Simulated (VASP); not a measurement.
Given:

```yaml
crystal:
  lattice:
    - [0.00000, 2.96000, 2.96000]
    - [2.96000, 0.00000, 2.96000]
    - [2.96000, 2.96000, 0.00000]
  atoms:
    - { symbol: Ca, position: [0.00000, 0.00000, 0.00000] }
    - { symbol: Se, position: [0.50000, 0.50000, 0.50000] }
```

The numbers are results of G0W0 on PBE orbitals, VASP's PBE PAW potentials (set 64) (plane waves; VASP 6.6.1), not measurements. Numerical set-up: PREC = Normal, 500 eV cut-off, 4×4×4 Γ-centred mesh, Gaussian smearing of 0.010 eV, potentials Ca_sv_GW Se_GW.

The mesh is coarse and the basis finite, so the quasiparticle values are not converged.

NBANDS = 240, ENCUTGW = 250 eV, NOMEGA = 64. The PBE levels (eV) that the step starts from are:

| state | KS energy | filling |
|---|---|---|
| k1 (0.00, 0.00, 0.00), band 5 | -8.13 | 2 |
| k1 (0.00, 0.00, 0.00), band 6 | 3.66 | 2 |
| k1 (0.00, 0.00, 0.00), band 7 | 3.66 | 2 |
| k1 (0.00, 0.00, 0.00), band 8 | 3.66 | 2 |
| k1 (0.00, 0.00, 0.00), band 9 | 6.98 | 0 |
| k1 (0.00, 0.00, 0.00), band 10 | 7.36 | 0 |
| k1 (0.00, 0.00, 0.00), band 11 | 7.36 | 0 |
| k1 (0.00, 0.00, 0.00), band 12 | 7.36 | 0 |
| k5 (0.50, 0.25, 0.00), band 5 | -7.49 | 2 |
| k5 (0.50, 0.25, 0.00), band 6 | 1.02 | 2 |
| k5 (0.50, 0.25, 0.00), band 7 | 2.06 | 2 |
| k5 (0.50, 0.25, 0.00), band 8 | 2.59 | 2 |
| k5 (0.50, 0.25, 0.00), band 9 | 7.05 | 0 |
| k5 (0.50, 0.25, 0.00), band 10 | 9.29 | 0 |
| k5 (0.50, 0.25, 0.00), band 11 | 9.33 | 0 |
| k5 (0.50, 0.25, 0.00), band 12 | 9.55 | 0 |
| k6 (-0.25, 0.25, 0.00), band 5 | -7.53 | 2 |
| k6 (-0.25, 0.25, 0.00), band 6 | 1.02 | 2 |
| k6 (-0.25, 0.25, 0.00), band 7 | 2.16 | 2 |
| k6 (-0.25, 0.25, 0.00), band 8 | 2.53 | 2 |
| k6 (-0.25, 0.25, 0.00), band 9 | 8.40 | 0 |
| k6 (-0.25, 0.25, 0.00), band 10 | 8.51 | 0 |
| k6 (-0.25, 0.25, 0.00), band 11 | 8.64 | 0 |
| k6 (-0.25, 0.25, 0.00), band 12 | 9.05 | 0 |

### Question
Give the quasiparticle energies and renormalisation factors Z.

### Answer

| state | QP energy (eV) | Z |
|---|---|---|
| k1 (0.00, 0.00, 0.00), band 5 | -9.11 | 0.69 |
| k1 (0.00, 0.00, 0.00), band 6 | 2.62 | 0.77 |
| k1 (0.00, 0.00, 0.00), band 7 | 2.62 | 0.77 |
| k1 (0.00, 0.00, 0.00), band 8 | 2.62 | 0.77 |
| k1 (0.00, 0.00, 0.00), band 9 | 7.29 | 0.79 |
| k1 (0.00, 0.00, 0.00), band 10 | 8.51 | 0.76 |
| k1 (0.00, 0.00, 0.00), band 11 | 8.51 | 0.76 |
| k1 (0.00, 0.00, 0.00), band 12 | 8.51 | 0.76 |
| k5 (0.50, 0.25, 0.00), band 5 | -8.43 | 0.69 |
| k5 (0.50, 0.25, 0.00), band 6 | -0.13 | 0.74 |
| k5 (0.50, 0.25, 0.00), band 7 | 1.00 | 0.75 |
| k5 (0.50, 0.25, 0.00), band 8 | 1.56 | 0.76 |
| k5 (0.50, 0.25, 0.00), band 9 | 7.90 | 0.77 |
| k5 (0.50, 0.25, 0.00), band 10 | 10.81 | 0.74 |
| k5 (0.50, 0.25, 0.00), band 11 | 11.08 | 0.73 |
| k5 (0.50, 0.25, 0.00), band 12 | 11.14 | 0.73 |
| k6 (-0.25, 0.25, 0.00), band 5 | -8.47 | 0.68 |
| k6 (-0.25, 0.25, 0.00), band 6 | -0.09 | 0.74 |
| k6 (-0.25, 0.25, 0.00), band 7 | 1.08 | 0.76 |
| k6 (-0.25, 0.25, 0.00), band 8 | 1.56 | 0.75 |
| k6 (-0.25, 0.25, 0.00), band 9 | 9.49 | 0.75 |
| k6 (-0.25, 0.25, 0.00), band 10 | 9.97 | 0.74 |
| k6 (-0.25, 0.25, 0.00), band 11 | 9.99 | 0.76 |
| k6 (-0.25, 0.25, 0.00), band 12 | 10.46 | 0.74 |
On the mesh the gap opens from 2.03 to 3.75 eV.

The compound is CaSe in the rock salt structure. The cell was not relaxed at this level. The k-mesh is coarse (spacing up to 0.46 per Å, 2π included), so the numbers may not be converged in it.
